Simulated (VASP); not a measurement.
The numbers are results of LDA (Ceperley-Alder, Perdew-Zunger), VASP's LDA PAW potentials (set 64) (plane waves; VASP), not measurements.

The input files of a VASP run:

POSCAR:
```
Na2S
1
    0.0000000000     3.1890796676     3.1890796676
    3.1890796676     0.0000000000     3.1890796676
    3.1890796676     3.1890796676    -0.0000000000
Na S
2 1
Direct
  0.2500000000   0.2500000000   0.2500000000
  0.7500000000   0.7500000000   0.7500000000
  0.0000000000   1.0000000000   1.0000000000
```

KPOINTS:
```
Automatic mesh
0
Gamma
6 6 6
0 0 0
```

### INCAR
```
# general
SYSTEM=Na2S
PREC  =Accurate
ENCUT =500   # plane-wave cut-off (eV)
LREAL =.FALSE.   # projection in real space or not
LASPH =.TRUE.

# electronic loop
EDIFF =1E-6
NELM  =100
ALGO  =Normal   # blocked Davidson

# smearing
ISMEAR=0   # Gaussian
SIGMA =0.05   # width (eV)

# ions
IBRION=2   # conjugate gradients
NSW   =40
ISIF  =3   # ions, shape and volume
EDIFFG=-0.02   # ionic stop

# output
LWAVE =.FALSE.
LCHARG=.FALSE.
```

POTCAR, in this order: Na_pv S (LDA.64 set). Program: vasp_std.

**Question.** Estimate the energy per atom (σ→0), band gap (on the k-mesh).

**Answer.** 
The energy per atom (σ→0) is -3.637 eV/atom and the band gap (on the k-mesh) is 2.50 eV.

### OSZICAR
```
...
DAV:   7    -0.109216603986E+02    0.68434E-01   -0.18571E-01   508   0.228E+00    0.181E+00
DAV:   8    -0.109122122225E+02    0.94482E-02   -0.12242E-02   502   0.115E+00    0.447E-01
DAV:   9    -0.109121449626E+02    0.67260E-04   -0.79063E-04   580   0.249E-01    0.251E-01
DAV:  10    -0.109124227469E+02   -0.27778E-03   -0.33655E-04   448   0.177E-01    0.940E-02
DAV:  11    -0.109124151315E+02    0.76154E-05   -0.23873E-05   580   0.719E-02    0.189E-02
DAV:  12    -0.109124167994E+02   -0.16679E-05   -0.31847E-06   416   0.271E-02    0.114E-02
DAV:  13    -0.109124167089E+02    0.90466E-07   -0.37022E-07   272   0.545E-03
   1 F= -.10912417E+02 E0= -.10912417E+02  d E =-.109124E+02
```

The compound is Na2S in the antifluorite structure. It was relaxed first, which changed the volume by -7 %.
